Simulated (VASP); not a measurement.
# HgAsPtS3 (P1) in VASP: single point with r2SCAN

Aim: the single point of HgAsPtS3 with r2SCAN.

Program: VASP 6.6.1. These are calculated values, not measurements. Logs are shortened: lines on timing, memory, paths and dates and some standing lists are left out, and cuts for length are marked.

## Step 1: Starting point

The typed cell holds 12 atoms: a = 7.725 Å, b = 6.480 Å, c = 6.576 Å, α = 119.94°, β = 76.83°, γ = 77.10°.

The cell was built by a generator and needn't be a form met in nature.

## Step 2: Single point, r2SCAN

Contents of POSCAR:

```
HgAsPtS3
1.0
   -7.7241263900      0.0173663700      0.0801527100
   -1.4291839600     -5.6236843900      2.8853931900
   -1.4545310900      5.6798421900      2.9788859600
Pt Hg As S
2 2 2 6
Direct
    0.7566820000      0.9952870000      0.0417240000
    0.2886490000      0.9961040000      0.9465910000
    0.1982060000      0.6827720000      0.3319050000
    0.7213910000      0.3369370000      0.7154790000
    0.6907250000      0.6969890000      0.3725980000
    0.2191720000      0.3607250000      0.6622110000
    0.5685340000      0.4519160000      0.4575890000
    0.0965620000      0.4610140000      0.4471190000
    0.0249440000      0.1785950000      0.7417190000
    0.5330110000      0.7344480000      0.1891990000
    0.5732760000      0.0297680000      0.7666890000
    0.0682900000      0.7584180000      0.0312390000
```

Contents of INCAR.step1:

```
SYSTEM = HgAsPtS3
PREC = Accurate
ENCUT = 520
ISMEAR = -1
SIGMA = 0.1
LREAL = .FALSE.
LASPH = .TRUE.
NELM = 60
NBANDS = 57
GGA = PE
ALGO = Normal
EDIFF = 1E-4
LWAVE = .TRUE.
LCHARG = .FALSE.
```

Contents of INCAR.step2:

```
SYSTEM = HgAsPtS3
PREC = Accurate
ENCUT = 520
EDIFF = 1E-6
ISMEAR = -1
SIGMA = 0.1
LREAL = .FALSE.
LASPH = .TRUE.
NELM = 60
ALGO = Normal
ISIF = 2
LWAVE = .FALSE.
LCHARG = .FALSE.
METAGGA = R2SCAN
LMIXTAU = .TRUE.
NBANDS = 57
ISTART = 1
```

Contents of KPOINTS:

```
Automatic mesh
0
Gamma
  3 4 4
  0 0.5 0
```

Potentials or basis: VASP PAW PBE potentials, release 64 (Pt, Hg, As, S).

Started as:

```
> cat potpaw_PBE.64/Pt/POTCAR potpaw_PBE.64/Hg/POTCAR potpaw_PBE.64/As/POTCAR potpaw_PBE.64/S/POTCAR > POTCAR
> cp INCAR.step1 INCAR
> mpirun -np 1 vasp_std > vasp.out
> cp INCAR.step2 INCAR
> mpirun -np 1 vasp_std > vasp.out
```

OUTCAR:

```text
SYSTEM = HgAsPtS3
   PREC = Accurate
   ENCUT = 520
   EDIFF = 1E-6
   ISMEAR = -1
   LREAL = .FALSE.
   LASPH = .TRUE.
   NELM = 60
   ISIF = 2
   METAGGA = R2SCAN
   ISTART = 1

 ion  position               nearest neighbor table
   1  0.757  0.995  0.042-  12 2.51   7 2.56  11 2.60  10 2.99
   2  0.289  0.996  0.947-  11 2.36  12 2.68   8 2.83   9 3.02   7 3.09   3 3.64
   3  0.198  0.683  0.332-   8 2.14  12 2.61   9 2.68  10 2.70   2 3.64
   4  0.721  0.337  0.715-   9 2.42   7 2.57  10 2.59  11 2.63
   5  0.691  0.697  0.373-  10 1.96  11 2.16   7 2.25
   6  0.219  0.361  0.662-   8 2.14   9 2.23  12 2.24
   7  0.569  0.452  0.458-   5 2.25   1 2.56   4 2.57   2 3.09
   8  0.097  0.461  0.447-   6 2.14   3 2.14   2 2.83
   9  0.025  0.179  0.742-   6 2.23   4 2.42   3 2.68   2 3.02
  10  0.533  0.734  0.189-   5 1.96   4 2.59   3 2.70   1 2.99
  11  0.573  0.030  0.767-   5 2.16   2 2.36   1 2.60   4 2.63
  12  0.068  0.758  0.031-   6 2.24   1 2.51   3 2.61   2 2.68

  LATTYP: Found a triclinic cell.
 ALAT       =     8.9060163948
 B/A-ratio  =     1.9697914395
 C/A-ratio  =     0.7384306490
 COS(alpha) =     0.0038786426
 COS(beta)  =     0.5606942957
 COS(gamma) =     0.7922222872

  Lattice vectors:

 A1 = (   6.2949424300,  -5.6410507600,   2.8052404800)
 A2 = (   8.2516387200,  -5.5461015300,  14.4536460700)
 A3 = (   1.4545310900,  -5.6798421900,  -2.9788859600)

Analysis of symmetry for initial positions (statically):
=====================================================================
 Subroutine PRICEL returns:
 Original cell was already a primitive cell.

 Routine SETGRP: Setting up the symmetry group for a
 triclinic supercell.

 Subroutine GETGRP returns: Found  1 space group operations
 (whereof  1 operations were pure point group operations)
 out of a pool of  2 trial point group operations.

The static configuration has the point symmetry C_1 .

Analysis of symmetry for dynamics (positions and initial velocities):
=====================================================================
 Subroutine PRICEL returns:
 Original cell was already a primitive cell.

 Routine SETGRP: Setting up the symmetry group for a
 triclinic supercell.

 Subroutine GETGRP returns: Found  1 space group operations
 (whereof  1 operations were pure point group operations)
 out of a pool of  2 trial point group operations.

The dynamic configuration has the point symmetry C_1 .

 Subroutine INISYM returns: Found  1 space group operations
 (whereof  1 operations are pure point group operations),
 and found     1 'primitive' translations

----------------------------------------------------------------------------------------

                                     Primitive cell

  volume of cell :     254.6792

  direct lattice vectors                    reciprocal lattice vectors
    -7.724126390  0.017366370  0.080152710    -0.130127983  0.000237483 -0.063991728
    -1.429183960 -5.623684390  2.885393190     0.001584434 -0.089888400  0.172163869
    -1.454531090  5.679842190  2.978885960     0.001966640  0.087060849  0.170657306

  length of vectors
     7.724561770  6.480269035  6.576475466     0.145011343  0.194223667  0.191591689

  position of ions in fractional coordinates (direct lattice)
     0.756682000  0.995287000  0.041724000
     0.288649000  0.996104000  0.946591000
     0.198206000  0.682772000  0.331905000
     0.721391000  0.336937000  0.715479000
     0.690725000  0.696989000  0.372598000
     0.219172000  0.360725000  0.662211000
     0.568534000  0.451916000  0.457589000
     0.096562000  0.461014000  0.447119000
     0.024944000  0.178595000  0.741719000
     0.533011000  0.734448000  0.189199000
     0.573276000  0.029768000  0.766689000
     0.068290000  0.758418000  0.031239000

  ion indices of the primitive-cell ions
   primitive index   ion index
                 1           1
                 2           2
                 3           3
                 4           4
                 5           5
                 6           6
                 7           7
                 8           8
                 9           9
                10          10
                11          11
                12          12

----------------------------------------------------------------------------------------

 KPOINTS: Automatic mesh

Automatic generation of k-mesh.
 Grid dimensions read from file:
 generate k-points for:    3    4    4

 Generating k-lattice:

  Cartesian coordinates                     Fractional coordinates (reciprocal lattice)
    -0.043375994  0.000079161 -0.021330576     0.333333333  0.000000000  0.000000000
     0.000396108 -0.022472100  0.043040967     0.000000000  0.250000000  0.000000000
     0.000491660  0.021765212  0.042664327    -0.000000000 -0.000000000  0.250000000

  Length of vectors
     0.048337114  0.048555917  0.047897922

  Shift w.r.t. Gamma in fractional coordinates (k-lattice)
     0.000000000  0.500000000  0.000000000

 Subroutine IBZKPT returns following result:
 ===========================================

 Found     24 irreducible k-points:

 Following reciprocal coordinates:
            Coordinates               Weight
 -0.000000  0.125000  0.000000      2.000000
  0.333333  0.125000  0.000000      2.000000
 -0.333333  0.125000  0.000000      2.000000
 -0.000000  0.375000  0.000000      2.000000
  0.333333  0.375000  0.000000      2.000000
 -0.333333  0.375000 -0.000000      2.000000
[... 16 lines left out ...]
  0.333333  0.375000  0.500000      2.000000
 -0.333333  0.375000  0.500000      2.000000
   k-points           NKPTS =     24   k-points in BZ     NKDIM =     24   number of bands    NBANDS=     57
   number of dos      NEDOS =    301   number of ions     NIONS =     12
   total plane-waves  NPLWV = 144000
   dimension x,y,z NGX =    60 NGY =   48 NGZ =   50
   dimension x,y,z NGXF=   120 NGYF=   96 NGZF=  100
   ions per type =               2   2   2   6
   NGX,Y,Z   is equivalent  to a cutoff of  12.91, 12.31, 12.64 a.u.
   NGXF,Y,Z  is equivalent  to a cutoff of  25.83, 24.63, 25.28 a.u.
 SYSTEM =  HgAsPtS3
   PREC   = accura    normal or accurate (medium, high low for compatibility)
   ISTART =      1    job   : 0-new  1-cont  2-samecut
   ICHARG =      0    charge: 1-file 2-atom 10-const
   ISPIN  =      1    spin polarized calculation?
   LNONCOLLINEAR =      F non collinear calculations
   LSORBIT =      F    spin-orbit coupling
   LASPH  =      T    aspherical Exc in radial PAW
   ENCUT  =  520.0 eV  38.22 Ry    6.18 a.u.  14.36 12.05 12.23*2*pi/ulx,y,z
   NELM   =     60;   NELMIN=  2; NELMDL=  0     # of ELM steps
   EDIFF  = 0.1E-05   stopping-criterion for ELM
   LREAL  =      F    real-space projection
   EDIFFG = 0.1E-04   stopping-criterion for IOM
   NSW    =      0    number of steps for IOM
   IBRION =     -1    ionic relax: 0-MD 1-quasi-New 2-CG
   NFREE  =      0    steps in history (QN), initial steepest desc. (CG)
   ISIF   =      2    stress and relaxation
   ISYM   =      2    0-nonsym 1-usesym 2-fastsym
   POTIM  = 0.5000    time-step for ionic-motion
   TEBEG  =    0.0;   TEEND  =   0.0 temperature during run
   PSTRESS=    0.0 pullay stress
   NELECT =      90.0000    total number of electrons
   NUPDOWN=      -1.0000    fix difference up-down
   EMIN   =  10.00;   EMAX   =-10.00  energy-range for DOS
   EFERMI =   0.00;   METHOD = LEGACY
   ISMEAR =    -1;   SIGMA  =   0.10  broadening in eV -4-tet -1-fermi 0-gaus
   EFERMI_NEDOS =   21; number of points for ismear=-14 and -15
   IALGO  =     38    algorithm
   IMIX   =      4    mixing-type and parameters
     AMIX     =   0.40;   BMIX     =  1.00
     AMIX_MAG =   1.60;   BMIX_MAG =  1.00
  volume/ion in A,a.u.               =      21.22       143.22
  Fermi-wavevector in a.u.,A,eV,Ry     =   1.157420  2.187208 18.226666  1.339622
  Thomas-Fermi vector in A             =   2.294032
   LORBIT       =      0    0 simple, 1 ext, 2 COOP (PROOUT), +10 PAW based schemes
   METAGGA = R2SCAN    functional components
   LHFCALC =     F    Hartree Fock is set to
   AEXX    =    0.0000 exact exchange contribution
   IVDW    =     0    specifies the selected vdW correction
   LEPSILON=     F    determine dielectric tensor
   LRPA    =     F    only Hartree local field effects (RPA)
 non-spin polarized calculation
  energy-cutoff  :      520.00
  volume of cell :      254.68
 maximum number of plane-waves:      6876
 NGX is ok and might be reduce to    60
   NGX = 29   NGY = 25   NGZ = 25

 number of electron      90.0000002 magnetization

 Free energy of the ion-electron system (eV)
  ---------------------------------------------------
  ext. energy  EPLUGINS =         0.00000000
  ---------------------------------------------------
  free energy    TOTEN  =      -276.02583602 eV

  energy without entropy =     -275.87759376  energy(sigma->0) =     -275.95171489

 E-fermi :   4.5222     XC(G=0): -10.6187

 val. band max:        4.4227207120   @ k =   0.0000   0.3750   0.5000
 cond. band min:       4.5686296014   @ k =   0.3333  -0.3750   0.2500
 fundamental gap:      0.1459088893
 Fermi energy:         4.5221840020

 k-point     1 :      -0.0000    0.1250    0.0000
  band No.  band energies     occupation
      1     -12.3697      2.00000
      2     -11.7414      2.00000
      3      -9.9993      2.00000
      4      -9.8234      2.00000
      5      -9.4560      2.00000
      6      -9.3418      2.00000
[... 49 lines left out ...]
     56       9.3690      0.00000
     57       9.8686      0.00000

 k-point     2 :       0.3333    0.1250    0.0000
  band No.  band energies     occupation
      1     -12.3292      2.00000
      2     -11.7882      2.00000
      3     -10.0162      2.00000
      4      -9.8055      2.00000
      5      -9.4906      2.00000
      6      -9.3158      2.00000
[... 49 lines left out ...]
     56       9.2083      0.00000
     57      10.0483      0.00000

 k-point     3 :      -0.3333    0.1250    0.0000
  band No.  band energies     occupation
      1     -12.3038      2.00000
      2     -11.8176      2.00000
      3     -10.0217      2.00000
      4      -9.7990      2.00000
      5      -9.5095      2.00000
      6      -9.3034      2.00000
[... 1194 lines left out ...]
      1     -12.2336      2.00000
      2     -11.7206      2.00000
      3     -10.0846      2.00000
      4     -10.0008      2.00000
      5      -9.5327      2.00000
      6      -9.4348      2.00000
[... 49 lines left out ...]
     56       9.4311      0.00000
     57       9.7436      0.00000

 k-point    24 :      -0.3333    0.3750    0.5000
  band No.  band energies     occupation
      1     -12.2405      2.00000
      2     -11.7194      2.00000
      3     -10.0950      2.00000
      4      -9.9778      2.00000
      5      -9.5626      2.00000
      6      -9.3963      2.00000
[... 49 lines left out ...]
     56       9.6391      0.00000
     57       9.8936      0.00000

------------------------ aborting loop because EDIFF is reached ----------------------------------------

  FORCE on cell =-STRESS in cart. coord.  units (eV):
  Direction    XX          YY          ZZ          XY          YZ          ZX
  --------------------------------------------------------------------------------------
  -------------------------------------------------------------------------------------
  Total        7.7026409     14.6966834      2.0482939     -1.8196209      0.5330443     -2.3435350
  in kB       48.4570231     92.4562807     12.8857399    -11.4471664      3.3533613    -14.7430902
  external PRESSURE =      51.2663479 kB  Pullay stress =       0.0000000 kB

 VOLUME and BASIS-vectors are now :
 -----------------------------------------------------------------------------
  energy-cutoff  :      520.00
  volume of cell :      254.68
      direct lattice vectors                 reciprocal lattice vectors
    -7.724126390  0.017366370  0.080152710    -0.130127983  0.000237483 -0.063991728
    -1.429183960 -5.623684390  2.885393190     0.001584434 -0.089888400  0.172163869
    -1.454531090  5.679842190  2.978885960     0.001966640  0.087060849  0.170657306

 POSITION                                       TOTAL-FORCE (eV/Angst)
 -----------------------------------------------------------------------------------
     -7.32784     -5.34705      3.05674        -0.122042     -0.170483     -0.237645
     -5.03002     -0.22027      5.71707         0.038715      0.543841     -0.574968
     -2.98954     -1.95108      2.97466        -2.333188     -3.707771      0.640349
     -7.09435      2.18151      3.16135         0.277123     -1.260985     -0.350265
     -6.87333     -1.79135      3.17638        -5.208716      3.202331     -1.030568
     -3.17166      1.73646      3.03105        -1.468873      0.903987     -0.360627
     -5.70288      0.06747      2.71263         0.209678      1.225930     -0.613434
     -2.05508     -0.05135      2.66986         3.677740      2.642842     -1.984297
     -1.52677      3.20892      2.72681        -0.327518      0.853115      0.124838
     -5.44190     -3.04643      2.72550         4.698356     -4.161759     -0.217923
     -5.58577      4.19722      2.41572         0.656385      1.856998      2.862515
     -1.65684     -4.08648      2.28687        -0.097661     -1.928046      1.742025
 -----------------------------------------------------------------------------------
    total drift:                               -0.000628     -0.000388     -0.000723

  FREE ENERGIE OF THE ION-ELECTRON SYSTEM (eV)
  ---------------------------------------------------
  free  energy   TOTEN  =      -276.0258360233 eV

  energy  without entropy=     -275.8775937596  energy(sigma->0) =     -275.95171489
```

It took 19 min on 1 thread of Intel Xeon Platinum 8488C (Sapphire Rapids), shared host; peak memory 0.59 GiB.

Results:

```
Free energy            : -276.0258 eV
Pressure               : 5.1 GPa
Largest force          : 6.280 eV/Å
Band gap on the k mesh : 0.15 eV, indirect (least direct gap 0.27 eV)
```

Forces on the atoms (eV/Å):
```
Pt  -0.122 -0.170 -0.238
Pt   0.039  0.544 -0.575
Hg  -2.333 -3.708  0.640
Hg   0.277 -1.261 -0.350
As  -5.209  3.202 -1.031
As  -1.469  0.904 -0.361
S    0.210  1.226 -0.613
S    3.678  2.643 -1.984
S   -0.328  0.853  0.125
S    4.698 -4.162 -0.218
S    0.656  1.857  2.863
S   -0.098 -1.928  1.742
```

Levels at points of the mesh, in eV from the valence-band top:
```
           k point  band 43  band 44  band 45  band 46  band 47  band 48
(0.00, 0.12, 0.00)    -0.50    -0.34    -0.07     0.40     1.25     2.09
```

Caveat: the PAW data sets were made with another functional, which shifts forces and pressure a little; spin-orbit coupling is left out, which moves the levels of the heavy elements.
